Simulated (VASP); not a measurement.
An input for Quantum ESPRESSO's pw.x (written as the equivalent of a VASP run, and not itself run):

```
&CONTROL
  calculation = 'vc-relax'
  pseudo_dir = './pseudo'
  outdir = './out'
  tprnfor = .true.
  tstress = .true.
  nstep = 60
  forc_conv_thr = 0.00078
/
&SYSTEM
  ibrav = 0
  nat = 6
  ntyp = 2
  ecutwfc = 84
  occupations = 'smearing'
  smearing = 'gaussian'
  degauss = 0.003675
  input_dft = 'pbesol'
/
&ELECTRONS
  conv_thr = 7.3e-08
  electron_maxstep = 100
/
&IONS
/
&CELL
/
ATOMIC_SPECIES
  Si 28.085 Si.upf
  O 15.999 O.upf
CELL_PARAMETERS angstrom
     4.1938924    0.0000000    0.0000000
     0.0000000    4.1938924    0.0000000
     0.0000000    0.0000000    2.6825158
ATOMIC_POSITIONS crystal
  Si   1.0000000  0.0000000  0.0000000
  Si   0.5000000  0.5000000  0.5000000
  O    0.3057129  0.3057129  0.0000000
  O    0.8057129  0.1942871  0.5000000
  O    0.1942871  0.8057129  0.5000000
  O    0.6942871  0.6942871  0.0000000
K_POINTS automatic
  5 5 7 0 0 0
```

Task: Write the VASP files for the same calculation (PBEsol).

Result: One answer among several that fit: 
**KPOINTS**
```
K-points
0
G
  5 5 7
```

### POSCAR
```
SiO2
1.0
  4.1938923515   0.0000000000   0.0000000000
  0.0000000000   4.1938923515   0.0000000000
  0.0000000000   0.0000000000   2.6825157650
Si O
2 4
Cart
  4.1938923515   0.0000000000   0.0000000000
  2.0969461757   2.0969461757   1.3412578825
  1.2821271281   1.2821271281   0.0000000000
  3.3790733039   0.8148190476   1.3412578825
  0.8148190476   3.3790733039   1.3412578825
  2.9117652234   2.9117652234   0.0000000000
```

INCAR:
```
SYSTEM  =  SiO2
PREC  =  Accurate; ENCUT  =  530; LREAL  =  .FALSE.
LASPH  =  .TRUE.
EDIFF  =  1E-6; NELM  =  100; ALGO  =  Normal
ISMEAR  =  0; SIGMA  =  0.05
GGA  =  PS
IBRION  =  2; NSW  =  60; ISIF  =  3
EDIFFG  =  -0.02
LWAVE  =  .FALSE.; LCHARG  =  .FALSE.
```

POTCAR, in this order: Si O (PBE.64 set). Program: vasp_std.

Limits of the translation: the potentials are each code's own (VASP's PAW set, PseudoDojo norm-conserving files in pw.x), so ENCUT and ecutwfc are chosen apart and not converted; conv_thr bounds pw.x's estimated SCF error, while EDIFF bounds the energy change between steps; forc_conv_thr acts on force components and is met together with etot_conv_thr.

The compound is SiO2 in the rutile structure, stishovite, a high-pressure form. This run relaxes it. Symmetry was kept, so distortions that lower it aren't found. The start is the result of an earlier pass.
